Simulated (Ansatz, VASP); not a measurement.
## Two plane-wave programs on Al16AsN15 (a cell with a defect)

```xyz
32
Lattice="6.2260 0.0000 0.0000 -3.1130 5.3919 0.0000 0.0000 0.0000 9.9620" Properties=species:S:1:pos:R:3 pbc="T T T"
Al    0.0000    1.7973    0.0000
Al    0.0000    1.7973    4.9810
Al   -1.5565    4.4932    0.0000
Al   -1.5565    4.4932    4.9810
Al    3.1130    1.7973    0.0000
Al    3.1130    1.7973    4.9810
Al    1.5565    4.4932    0.0000
Al    1.5565    4.4932    4.9810
Al    1.5565    0.8986    2.4905
Al    1.5565    0.8986    7.4715
Al    0.0000    3.5946    2.4905
Al    0.0000    3.5946    7.4715
Al    4.6695    0.8986    2.4905
Al    4.6695    0.8986    7.4715
Al    3.1130    3.5946    2.4905
Al    3.1130    3.5946    7.4715
As    0.0000    1.7973    1.8928
N     0.0000    1.7973    6.8738
N    -1.5565    4.4932    1.8928
N    -1.5565    4.4932    6.8738
N     3.1130    1.7973    1.8928
N     3.1130    1.7973    6.8738
N     1.5565    4.4932    1.8928
N     1.5565    4.4932    6.8738
N     1.5565    0.8986    4.3833
N     1.5565    0.8986    9.3643
N     0.0000    3.5946    4.3833
N     0.0000    3.5946    9.3643
N     4.6695    0.8986    4.3833
N     4.6695    0.8986    9.3643
N     3.1130    3.5946    4.3833
N     3.1130    3.5946    9.3643
```

Alike in both runs: task electric field gradients; functional PBE; k mesh 4 × 4 × 2; occupations fermi-dirac, width 0.01 eV; no spin polarisation.

|  | VASP | Ansatz |
| --- | --- | --- |
| version | VASP 6.6.1 | Ansatz 0.2.0 |
| potentials or method | VASP PAW PBE potentials, release 64 (Al, As, N) | plane-wave PAW, scalar-relativistic |
| plane-wave cutoff (eV) | 520 | 420 |
| valence electrons in the cell | 128 | 138 |

|  | VASP | Ansatz | Ansatz less VASP |
| --- | --- | --- | --- |
| gap on the k mesh at the Fermi level (eV) | 4.26 | 4.27 | +0.008 |
| pressure (GPa) | 20.2 | 20.3 | +0.14 |
| largest component of the traceless stress (GPa) | 1.17 | 1.11 | -0.058 |
| rms of the force components (eV/Å) | 2.479 | 2.474 | -0.0044 |
| Vzz of the field gradient on the site that differs most (V/Å²) | -43.2 | -36.7 | +6.52 |

Atom by atom the forces differ by 0.006 eV/Å (rms over components). The two sets of potentials don't hold the same shells in valence.

Caveats: so large a pressure means that the cell lies far from this level's equilibrium, or that cutoff or potentials fall short (VASP). Expect the measured gap to be larger: semilocal functionals such as PBE lack the derivative discontinuity.
